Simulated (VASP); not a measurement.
```
CuGaSe2
1.0
   -2.73331     2.73331     5.42407
    2.73331    -2.73331     5.42407
    2.73331     2.73331    -5.42407
Ga Cu Se
2 2 4
Cartesian
  0.00000   0.00000   5.42407
  2.73331   0.00000   2.71203
  0.00000   0.00000   0.00000
  0.00000   2.73331   2.71203
  1.41274   1.36665   6.78008
  4.09996   1.32057  -1.35602
  1.32057   1.36665   1.35602
 -1.36665   1.41274   4.06805
```

All values below come from PBEsol GGA, VASP's PBE PAW potentials (set 64) (plane waves; VASP). Numerical set-up: 500 eV cut-off, 6×6×6 Γ-centred mesh, Gaussian smearing of 0.050 eV, potentials Ga_d Cu Se.

Estimate the energy per atom (σ→0), pressure, band gap (on the k-mesh) with the smallest direct gap where there is one.

```
Item                                         Result
-----------------------------------  --------------
band gap (on the k-mesh)                    0.40 eV
smallest direct gap (on the k-mesh)         0.40 eV
energy per atom (σ→0)                -4.282 eV/atom
pressure                                   4.93 GPa
```

Only differences to runs with the same potentials and settings are physical.

The compound is CuGaSe2 in the chalcopyrite structure. It was relaxed first under an external pressure of 5 GPa.
